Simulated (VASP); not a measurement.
Given:

```
CELL_PARAMETERS angstrom
      4.15496     0.00000     0.00000
      0.00000     5.87600     0.00000
      0.00000     0.00000    27.35339
ATOMIC_POSITIONS crystal
  Ca 0.00000 0.00000 0.31013
  Ca 0.50000 0.50000 0.38608
  Ca 0.00000 0.00000 0.46203
  Ca 0.50000 0.50000 0.53797
  Ca 0.00000 0.00000 0.61392
  Ca 0.50000 0.50000 0.68987
  Se 0.50000 0.00000 0.38608
  Se 0.00000 0.50000 0.31013
  Se 0.50000 0.00000 0.53797
  Se 0.00000 0.50000 0.46203
  Se 0.50000 0.00000 0.68987
  Se 0.00000 0.50000 0.61392
```

All values below come from PBEsol GGA, VASP's PBE PAW potentials (set 64) (plane waves; VASP). Settings: PREC = Normal, EDIFF = 1E-5, 400 eV cut-off, 5×4×1 Γ-centred mesh, Gaussian smearing of 0.050 eV, potentials Ca_sv Se.

Question: The ions are relaxed. Predict the relaxed structure.

Answer: 
```
CELL_PARAMETERS angstrom
      4.15496     0.00000     0.00000
      0.00000     5.87600     0.00000
      0.00000     0.00000    27.35339
ATOMIC_POSITIONS crystal
  Ca 0.00000 0.00000 0.31732
  Ca 0.50000 0.50000 0.38127
  Ca 0.00000 0.00000 0.46468
  Ca 0.50000 0.50000 0.53532
  Ca 0.00000 0.00000 0.61873
  Ca 0.50000 0.50000 0.68268
  Se 0.50000 0.00000 0.38663
  Se 0.00000 0.50000 0.30820
  Se 0.50000 0.00000 0.53889
  Se 0.00000 0.50000 0.46111
  Se 0.50000 0.00000 0.69180
  Se 0.00000 0.50000 0.61337
```

Question: How much energy does the relaxation gain?

Answer: The energy (σ→0) changes by -19.4 meV/atom, in 8 ionic steps.

The cell is a thin slab with vacuum, built from CaSe (rock salt): (110) face.
